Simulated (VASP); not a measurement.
Write the native input for VASP 6.6.1 that does the following.

- Task: relaxation of cell and atoms
- Functional: PBE
- Dispersion: D3(BJ)
- Potentials or basis: VASP PAW PBE potentials, release 64 (Sb, Bi_d)
- Cutoff: 600 eV
- k mesh: 6 × 6 × 4
- Occupations: gaussian, width 0.03 eV
- Spin: no spin polarisation
- Further INCAR settings: ALGO = Normal; EDIFF = 1e-07; IBRION = 2; EDIFFG = -0.005; NSW = 90; ISIF = 3

The structure of Bi7Sb lies in POSCAR:

```
Bi7Sb                                   
1.0
    9.0177669717      0.0000000000      0.0000000000
    4.5088834858     -7.8096152788      0.0000000000
    4.5088834858     -2.6032050962     -7.7388773889
  Sb              Bi            
     2    14
Direct
     0.1169653890620925    0.6169653890620930    0.1491038328137152
     0.6169653890620925    0.1169653890620928    0.6491038328137152
     0.1186014180974423    0.1190221473884704    0.1433542871256129
     0.1190221473884674    0.6190221473884703    0.6433542871256128
     0.1190221473884674    0.1186014180974452    0.6433542871256129
     0.6190221473884674    0.6186014180974453    0.1433542871256128
     0.6190221473884674    0.1190221473884704    0.1433542871256129
     0.6186014180974422    0.6190221473884703    0.6433542871256128
     0.3813050931225403    0.8813050931225377    0.3560847206323891
     0.3776631509211672    0.3837103270099106    0.3549161950590187
     0.3837103270099106    0.8837103270099106    0.8549161950590188
     0.3837103270099123    0.3776631509211625    0.8549161950590201
     0.8837103270099123    0.8776631509211625    0.3549161950590199
     0.8837103270099107    0.3837103270099106    0.3549161950590187
     0.8776631509211672    0.8837103270099106    0.8549161950590188
     0.8813050931225401    0.3813050931225375    0.8560847206323893
```

The cell was built by a generator and needn't be a form met in nature.

The input as run:

INCAR

```
PREC = Accurate
ENCUT = 600
EDIFF = 1E-7
ISMEAR = 0
SIGMA = 0.03
LREAL = F
LASPH = T
NELM = 80
ALGO = Normal
ISIF = 3
LWAVE = F
LCHARG = F
GGA = PE
IVDW = 12
IBRION = 2
NSW = 90
EDIFFG = -0.005
KPAR = 4
```

KPOINTS

```
regular mesh
0
Gamma
  6 6 4
```

Potentials or basis: VASP PAW PBE potentials, release 64 (Sb, Bi_d).

Launch:

```sh
$ cat potpaw_PBE.64/Sb/POTCAR potpaw_PBE.64/Bi_d/POTCAR > POTCAR
$ mpirun -np 4 vasp_std > vasp.out
```

Results of the run:

The relaxed volume is 34.04 Å³/atom. The relaxed cell is a = 9.015 Å, b = 9.015 Å, c = 9.325 Å, α = 61.09°, β = 61.09°, γ = 60.00° and the space group after relaxing (to 0.05 Å) is R3m (No. 160). The energy gained by relaxing is 0.0 meV/atom, the ionic steps are 11 and the pressure after relaxing is 0.0 GPa. The largest force after relaxing is 0.004 eV/Å. The band gap on the k mesh is none (metal or under the smearing width). The dispersion energy per atom is -0.463 eV.

Caveat: spin-orbit coupling is left out, which moves the levels of the heavy elements; pairwise dispersion overbinds metals, which lowers pressure and volume.

It took 2.7 h on 4 MPI ranks on Intel(R) Xeon(R) Platinum 8375C CPU @ 2.90GHz (Ice Lake), with other jobs on the host, peak memory 2.5 GiB a rank.
